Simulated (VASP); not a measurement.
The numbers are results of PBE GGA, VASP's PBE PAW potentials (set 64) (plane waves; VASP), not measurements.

Input for VASP

**POSCAR**
```
Nb
1
   -1.6500000000     1.6500000000     1.6500000000
    1.6500000000    -1.6500000000     1.6500000000
    1.6500000000     1.6500000000    -1.6500000000
Nb
1
Direct
  0.0000000000   0.0000000000   0.0000000000
```

File KPOINTS:
```
Automatic mesh
0
Gamma
12 12 12
0 0 0
```

### INCAR
```
LWAVE  =  .False.
EDIFF  =  1E-6   ! SCF stop (eV)
LASPH  =  .True.   ! aspherical one-centre terms
LMAXMIX  =  4   ! l cut-off of mixed one-centre charges
PREC  =  Accurate
ISIF  =  2
ENCUT  =  400
SIGMA  =  0.1   ! width (eV)
SYSTEM  =  Nb
ALGO  =  Normal   ! blocked Davidson
LCHARG  =  .False.
ISMEAR  =  1   ! Methfessel-Paxton
LREAL  =  .False.   ! projection in real space or not
NELM  =  100   ! most electronic steps
GGA  =  PE
```

POTCAR, in this order: Nb_sv (PBE.64 set). Program: vasp_std.

Predict the energy per atom (σ→0), band gap (on the k-mesh).

```yaml
energy per atom (σ→0): -10226 meV/atom
band gap (on the k-mesh): none (metal, semimetal or under 0.01 eV)
```

### OSZICAR
```
...
DAV:   6    -0.102685417937E+02    0.37628E+00   -0.74333E-01  2208   0.110E+01    0.263E+00
DAV:   7    -0.102209898320E+02    0.47552E-01   -0.24086E-01  2234   0.615E+00    0.952E-01
DAV:   8    -0.102253077726E+02   -0.43179E-02   -0.10809E-02  1642   0.156E+00    0.699E-02
DAV:   9    -0.102253526563E+02   -0.44884E-04   -0.91073E-04  2488   0.344E-01    0.380E-02
DAV:  10    -0.102253665709E+02   -0.13915E-04   -0.21777E-05  1694   0.679E-02    0.118E-02
DAV:  11    -0.102253591071E+02    0.74638E-05   -0.32093E-06  1612   0.316E-02    0.196E-03
DAV:  12    -0.102253592773E+02   -0.17016E-06   -0.75222E-08   834   0.424E-03
   1 F= -.10225359E+02 E0= -.10225645E+02  d E =0.856554E-03
```

The compound is Nb in the bcc structure. The cell was not relaxed at this level.
